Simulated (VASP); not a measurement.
# SiCl2H2 in VASP: further runs, part 2 of 2

VASP 6.6.1.

## 3. Single point, PBE

INCAR reads:

```
PREC     = Accurate       # precision mode
ENCUT    = 400            # plane-wave cutoff, eV
EDIFF    = 1E-6           # SCF threshold, eV
ISMEAR   = 0              # smearing method
SIGMA    = 0.01           # smearing width, eV
LREAL    = F              # projectors in reciprocal space
LASPH    = T              # aspherical terms in the spheres
NELM     = 100            # most SCF steps
ALGO     = Normal         # electronic algorithm
ISIF     = 2              # what is computed and relaxed
LWAVE    = F              # write WAVECAR
LCHARG   = F              # write CHGCAR
GGA      = PE             # functional
ISYM     = 0
```

KPOINTS reads:

```
regular mesh
0
Gamma
  1 1 1
```

POSCAR reads:

```
SiH2Cl2                                 
1.0
   13.0062868778      0.0000000000      0.0000000000
    0.0000000000     13.5062868778      0.0000000000
    0.0000000000      0.0000000000     14.0062868778
  Si              Cl              H             
     1     2     2
Selective dynamics
Direct
     0.5004594151000035    0.5136331543000026    0.4971609763000018   F   F   F
     0.4103579674076030    0.4069474995286392    0.4348536694453302   T   T   T
     0.5827956027713556    0.4526015743900320    0.6074164374428490   T   T   T
     0.5734642084027681    0.5520482185668386    0.4248048764030066   T   T   T
     0.4328744853445132    0.5922876211080025    0.5360463605799926   T   T   T
```

Potentials or basis: VASP PAW PBE potentials, release 64 (Si, Cl, H).

Launch:

```console
$ cat potpaw_PBE.64/Si/POTCAR potpaw_PBE.64/Cl/POTCAR potpaw_PBE.64/H/POTCAR > POTCAR
$ mpirun -np 4 vasp_gam > vasp.out
```

OUTCAR:

```text
PREC = Accurate
   ENCUT = 400
   EDIFF = 1E-6
   ISMEAR = 0
   LREAL = F
   LASPH = T
   NELM = 100
   ISIF = 2
   GGA = PE
   ISYM = 0

 ion  position               nearest neighbor table
   1  0.500  0.514  0.497-   4 1.48   5 1.48   3 2.05   2 2.05
   2  0.410  0.407  0.435-   1 2.05
   3  0.583  0.453  0.607-   1 2.05
   4  0.573  0.552  0.425-   1 1.48
   5  0.433  0.592  0.536-   1 1.48

IMPORTANT INFORMATION: All symmetrisations will be switched off!
NOSYMM: (Re-)initialisation of all symmetry stuff for point group C_1.

----------------------------------------------------------------------------------------

                                     Primitive cell

  volume of cell :    2460.4374

  direct lattice vectors                    reciprocal lattice vectors
    13.006286878  0.000000000  0.000000000     0.076885894  0.000000000  0.000000000
     0.000000000 13.506286878  0.000000000     0.000000000  0.074039594  0.000000000
     0.000000000  0.000000000 14.006286878     0.000000000  0.000000000  0.071396510

  length of vectors
    13.006286878 13.506286878 14.006286878     0.076885894  0.074039594  0.071396510

  position of ions in fractional coordinates (direct lattice)
     0.500459415  0.513633154  0.497160976
     0.410357967  0.406947500  0.434853669
     0.582795603  0.452601574  0.607416437
     0.573464208  0.552048219  0.424804876
     0.432874485  0.592287621  0.536046361

  ion indices of the primitive-cell ions
   primitive index   ion index
                 1           1
                 2           2
                 3           3
                 4           4
                 5           5

----------------------------------------------------------------------------------------

 KPOINTS: regular mesh

Automatic generation of k-mesh.
 Grid dimensions read from file:
 generate k-points for:    1    1    1

 Generating k-lattice:

  Cartesian coordinates                     Fractional coordinates (reciprocal lattice)
     0.076885894  0.000000000  0.000000000     1.000000000  0.000000000  0.000000000
     0.000000000  0.074039594  0.000000000     0.000000000  1.000000000  0.000000000
     0.000000000  0.000000000  0.071396510     0.000000000  0.000000000  1.000000000

  Length of vectors
     0.076885894  0.074039594  0.071396510

  Shift w.r.t. Gamma in fractional coordinates (k-lattice)
     0.000000000  0.000000000  0.000000000

 Subroutine IBZKPT returns following result:
 ===========================================

 Found      1 irreducible k-points:

 Following reciprocal coordinates:
            Coordinates               Weight
  0.000000  0.000000  0.000000      1.000000
   k-points           NKPTS =      1   k-points in BZ     NKDIM =      1   number of bands    NBANDS=     16
   number of dos      NEDOS =    301   number of ions     NIONS =      5
   total plane-waves  NPLWV = 777600
   dimension x,y,z NGX =    90 NGY =   90 NGZ =   96
   dimension x,y,z NGXF=   180 NGYF=  180 NGZF=  192
   ions per type =               1   2   2
   NGX,Y,Z   is equivalent  to a cutoff of  11.50, 11.08, 11.39 a.u.
   NGXF,Y,Z  is equivalent  to a cutoff of  23.01, 22.16, 22.79 a.u.
 SYSTEM =  unknown system
   PREC   = accura    normal or accurate (medium, high low for compatibility)
   ISTART =      0    job   : 0-new  1-cont  2-samecut
   ICHARG =      2    charge: 1-file 2-atom 10-const
   ISPIN  =      1    spin polarized calculation?
   LNONCOLLINEAR =      F non collinear calculations
   LSORBIT =      F    spin-orbit coupling
   LASPH  =      T    aspherical Exc in radial PAW
   ENCUT  =  400.0 eV  29.40 Ry    5.42 a.u.  21.21 22.03 22.84*2*pi/ulx,y,z
   NELM   =    100;   NELMIN=  2; NELMDL= -5     # of ELM steps
   EDIFF  = 0.1E-05   stopping-criterion for ELM
   LREAL  =      F    real-space projection
   EDIFFG = 0.1E-04   stopping-criterion for IOM
   NSW    =      0    number of steps for IOM
   IBRION =     -1    ionic relax: 0-MD 1-quasi-New 2-CG
   NFREE  =      0    steps in history (QN), initial steepest desc. (CG)
   ISIF   =      2    stress and relaxation
   ISYM   =      0    0-nonsym 1-usesym 2-fastsym
   POTIM  = 0.5000    time-step for ionic-motion
   TEBEG  =    0.0;   TEEND  =   0.0 temperature during run
   PSTRESS=    0.0 pullay stress
   NELECT =      20.0000    total number of electrons
   NUPDOWN=      -1.0000    fix difference up-down
   EMIN   =  10.00;   EMAX   =-10.00  energy-range for DOS
   EFERMI =   0.00;   METHOD = LEGACY
   ISMEAR =     0;   SIGMA  =   0.01  broadening in eV -4-tet -1-fermi 0-gaus
   EFERMI_NEDOS =   21; number of points for ismear=-14 and -15
   IALGO  =     38    algorithm
   IMIX   =      4    mixing-type and parameters
     AMIX     =   0.40;   BMIX     =  1.00
     AMIX_MAG =   1.60;   BMIX_MAG =  1.00
  volume/ion in A,a.u.               =     492.09      3320.77
  Fermi-wavevector in a.u.,A,eV,Ry     =   0.329165  0.622032  1.474189  0.108350
  Thomas-Fermi vector in A             =   1.223379
   LORBIT       =      0    0 simple, 1 ext, 2 COOP (PROOUT), +10 PAW based schemes
   GGA     = PE    functional components
   LHFCALC =     F    Hartree Fock is set to
   AEXX    =    0.0000 exact exchange contribution
   IVDW    =     0    specifies the selected vdW correction
   LEPSILON=     F    determine dielectric tensor
   LRPA    =     F    only Hartree local field effects (RPA)
 non-spin polarized calculation
 Gauss-broadening in eV      SIGMA  =   0.01
  energy-cutoff  :      400.00
  volume of cell :     2460.44
 maximum number of plane-waves:     22336
 NGX is ok and might be reduce to    90
   NGX = 43   NGY = 45   NGZ = 45

 number of electron      19.9999999 magnetization

 Free energy of the ion-electron system (eV)
  ---------------------------------------------------
  ext. energy  EPLUGINS =         0.00000000
  ---------------------------------------------------
  free energy    TOTEN  =       -18.98681472 eV

  energy without entropy =      -18.98681472  energy(sigma->0) =      -18.98681472

 E-fermi :  -7.4716     XC(G=0):  -0.5998

 val. band max:       -7.5187694283   @ k =   0.0000   0.0000   0.0000
 cond. band min:      -0.9722340605   @ k =   0.0000   0.0000   0.0000
 fundamental gap:      6.5465353678
 Fermi energy:        -7.4715733904

 k-point     1 :       0.0000    0.0000    0.0000
  band No.  band energies     occupation
      1     -21.1144      2.00000
      2     -20.5321      2.00000
      3     -13.4706      2.00000
      4     -10.0822      2.00000
      5      -9.8940      2.00000
      6      -9.7690      2.00000
[... 8 lines left out ...]
     15       0.3662      0.00000
     16       0.6937      0.00000

------------------------ aborting loop because EDIFF is reached ----------------------------------------

  FORCE on cell =-STRESS in cart. coord.  units (eV):
  Direction    XX          YY          ZZ          XY          YZ          ZX
  --------------------------------------------------------------------------------------
  -------------------------------------------------------------------------------------
  Total       -0.0739011     -0.1937579     -0.0881199     -0.0084096      0.0342626     -0.0099160
  in kB       -0.0481226     -0.1261705     -0.0573816     -0.0054761      0.0223110     -0.0064571
  external PRESSURE =      -0.0772249 kB  Pullay stress =       0.0000000 kB

 VOLUME and BASIS-vectors are now :
 -----------------------------------------------------------------------------
  energy-cutoff  :      400.00
  volume of cell :     2460.44
      direct lattice vectors                 reciprocal lattice vectors
    13.006286878  0.000000000  0.000000000     0.076885894  0.000000000  0.000000000
     0.000000000 13.506286878  0.000000000     0.000000000  0.074039594  0.000000000
     0.000000000  0.000000000 14.006286878     0.000000000  0.000000000  0.071396510

 POSITION                                       TOTAL-FORCE (eV/Angst)
 -----------------------------------------------------------------------------------
      6.50912      6.93728      6.96338        -0.001108     -0.027080      0.008476
      5.33723      5.49635      6.09069        -0.012227      0.015294     -0.019899
      7.58001      6.11297      8.50765         0.013997      0.022540      0.008585
      7.45864      7.45612      5.94994         0.022094     -0.012057     -0.017743
      5.63009      7.99961      7.50802        -0.022757      0.001303      0.020580
 -----------------------------------------------------------------------------------
    total drift:                                0.000111      0.000054      0.000190

  FREE ENERGIE OF THE ION-ELECTRON SYSTEM (eV)
  ---------------------------------------------------
  free  energy   TOTEN  =       -18.9868147213 eV

  energy  without entropy=      -18.9868147213  energy(sigma->0) =      -18.98681472
```

Wall time 52 s (4 MPI ranks of Intel Xeon Platinum 8375C at 2.90GHz (Ice Lake), shared host); peak memory 0.5 GiB.

What came out:

```
Free energy                     : -18.9868 eV
Largest force                   : 0.031 eV/Å
Gap between the frontier levels : 6.55 eV
```

Forces in eV/Å, atoms in the order of the input:
```
Si  -0.001 -0.027  0.008
Cl  -0.012  0.015 -0.020
Cl   0.014  0.023  0.009
H    0.022 -0.012 -0.018
H   -0.023  0.001  0.021
```

## 4. Single point, RPBE

Changes to INCAR since step 3:

```diff
@@ -12,3 +12,3 @@
 LCHARG   = F              # write CHGCAR
-GGA      = PE             # functional
+GGA      = RP             # functional
 ISYM     = 0
```

KPOINTS is that of step 3.

POSCAR is that of step 3.

Launch:

```console
$ cat potpaw_PBE.64/Si/POTCAR potpaw_PBE.64/Cl/POTCAR potpaw_PBE.64/H/POTCAR > POTCAR
$ mpirun -np 4 vasp_gam > vasp.out
```

It took 37 s on 4 MPI ranks of Intel Xeon Platinum 8375C at 2.90GHz (Ice Lake), shared host; peak memory 0.5 GiB.

The run converged. Its results:

```
Free energy                     : -18.7744 eV
Largest force                   : 0.169 eV/Å
Gap between the frontier levels : 6.59 eV
```

Forces on the atoms (eV/Å):
```
Si   0.003  0.072 -0.021
Cl  -0.108 -0.087 -0.097
Cl   0.103 -0.029  0.131
H    0.039  0.011 -0.040
H   -0.038  0.034  0.026
```

Levels at points of the mesh, in eV from the valence-band top:
| k point | band 7 | band 8 | band 9 | band 10 | band 11 | band 12 | band 13 | band 14 |
| --- | --- | --- | --- | --- | --- | --- | --- | --- |
| (0.00, 0.00, 0.00) | -0.66 | -0.52 | -0.27 | 0.00 | 6.59 | 6.75 | 7.03 | 7.69 |

Caveat: the PAW data sets were made with another functional, which shifts forces and pressure a little.

## 5. Single point, RPBE+D3(BJ)

Changes to INCAR since step 4:

```diff
@@ -13,2 +13,3 @@
 GGA      = RP             # functional
+IVDW     = 12             # dispersion correction
 ISYM     = 0
```

KPOINTS is that of step 4.

POSCAR is that of step 4.

Launch:

```console
$ cat potpaw_PBE.64/Si/POTCAR potpaw_PBE.64/Cl/POTCAR potpaw_PBE.64/H/POTCAR > POTCAR
$ mpirun -np 4 vasp_gam > vasp.out
```

It took 33 s on 4 MPI ranks of Intel Xeon Platinum 8375C at 2.90GHz (Ice Lake), shared host; peak memory 0.5 GiB.

It converged, with:

```
Free energy                     : -19.6796 eV
Largest force                   : 0.061 eV/Å
Gap between the frontier levels : 6.59 eV
Dispersion energy per atom      : -0.181 eV
```

Forces in eV/Å, atoms in the order of the input:
```
Si  -0.002 -0.038  0.012
Cl   0.035  0.044  0.025
Cl  -0.031  0.026 -0.046
H    0.015 -0.021 -0.009
H   -0.016 -0.012  0.018
```

Levels at points of the mesh, in eV from the valence-band top:
```csv
k point,band 8,band 9,band 10,band 11,band 12,band 13
"(0.00, 0.00, 0.00)",-0.52,-0.27,0.00,6.59,6.75,7.03
```

Caveat: the PAW data sets were made with another functional, which shifts forces and pressure a little. As with any semilocal functional, this RPBE gap is likely too small.

## 6. Single point, optB86b-vdW

Changes to INCAR since step 5:

```diff
@@ -12,4 +12,7 @@
 LCHARG   = F              # write CHGCAR
-GGA      = RP             # functional
-IVDW     = 12             # dispersion correction
+GGA      = MK             # functional
+LUSE_VDW = T            
+AGGAC    = 0.0          
+PARAM1   = 0.1234       
+PARAM2   = 1.0          
 ISYM     = 0
```

KPOINTS is that of step 5.

POSCAR is that of step 5.

Potentials or basis: VASP PAW PBE potentials, release 64 (Si, Cl, H).

Launch:

```console
$ cat potpaw_PBE.64/Si/POTCAR potpaw_PBE.64/Cl/POTCAR potpaw_PBE.64/H/POTCAR > POTCAR
$ mpirun -np 4 vasp_gam > vasp.out
```

Run time: 7 min. Hardware: 4 MPI ranks of Intel Xeon Platinum 8375C at 2.90GHz (Ice Lake), shared host; peak memory 1.4 GiB.

Results (log left out):

```yaml
Free_energy: -13.7596 eV
Largest_force: 0.030 eV/Å
Gap_between_the_frontier_levels: 6.51 eV
```

Forces in eV/Å, atoms in the order of the input:
```
Si   0.000 -0.003  0.001
Cl   0.004  0.015 -0.001
Cl  -0.003  0.013 -0.007
H    0.020 -0.018 -0.014
H   -0.021 -0.006  0.021
```

Levels at points of the mesh, in eV from the valence-band top:
| k point | band 7 | band 8 | band 9 | band 10 | band 11 | band 12 | band 13 | band 14 |
| --- | --- | --- | --- | --- | --- | --- | --- | --- |
| (0.00, 0.00, 0.00) | -0.67 | -0.52 | -0.27 | 0.00 | 6.51 | 6.69 | 6.89 | 7.58 |

Caveat: the PAW data sets were made with another functional, which shifts forces and pressure a little.

## 7. Overview

| task | level | cell | atoms held fixed (from 0) | gap on the mesh (eV) | largest force (eV/Å) |
| --- | --- | --- | --- | --- | --- |
| relaxation of the atoms | PBE+D3(BJ) | atoms relaxed | [0] | 6.55 | - |
| single point | PBE | as given | - | 6.55 | 0.03 |
| single point | RPBE | as given | - | 6.59 | 0.17 |
| single point | RPBE+D3(BJ) | as given | - | 6.59 | 0.06 |
| single point | optB86b-vdW | as given | - | 6.51 | 0.03 |

Alike in all rows: potentials or basis VASP PAW PBE potentials, release 64 (Si, Cl, H); no spin polarisation; k mesh 1 × 1 × 1; cutoff (eV) 400; smearing gaussian 0.01 eV.

On the cell as given the gap runs from 6.51 eV (optB86b-vdW) to 6.59 eV (RPBE).

Caveats: the PAW data sets were made with another functional, which shifts forces and pressure a little (some runs).

Total energies depend on the potentials used, so only differences within one code and one set of settings carry meaning.
